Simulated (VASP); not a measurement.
A run of VASP 6.6.1:

INCAR

```
SYSTEM = PtSe2
PREC = Accurate
ENCUT = 600
EDIFF = 1E-6
ISMEAR = 0
SIGMA = 0.03
LREAL = .False.
LASPH = .True.
NELM = 80
ALGO = Normal
ISIF = 3
LWAVE = .False.
LCHARG = .False.
GGA = CA
IBRION = 2
NSW = 90
EDIFFG = -0.01
```

Contents of KPOINTS:

```
regular mesh
0
Gamma
  9 9 5
  0 0 0
```

The input POSCAR:

```
PtSe2
1.0
    3.7240000000      0.0000000000      0.0000000000
   -1.8620000000      3.2250786037      0.0000000000
    0.0000000000      0.0000000000      5.0620000000
Pt Se
1 2
Direct
    0.0000000000      0.0000000000      0.0000000000
    0.3333333333      0.6666666667      0.2500000000
    0.6666666667      0.3333333333      0.7500000000
```

Potentials or basis: VASP PAW LDA potentials, release 64 (Pt, Se).

Run with:

```bash
$ cat potpaw_LDA.64/Pt/POTCAR potpaw_LDA.64/Se/POTCAR > POTCAR
$ mpirun -np 1 vasp_std > vasp.out
```

Hardware: 1 thread of Intel(R) Xeon(R) Platinum 8259CL CPU @ 2.50GHz (Skylake/Cascade Lake), on a shared host.

Task: How long does it take, and how much memory?

Result: Wall time 7.6 min on 1 thread of Intel(R) Xeon(R) Platinum 8259CL CPU @ 2.50GHz (Skylake/Cascade Lake), with other jobs on the host, peak memory 0.21 GiB. Counts: scf iterations 133, k points 50, ion steps 22.
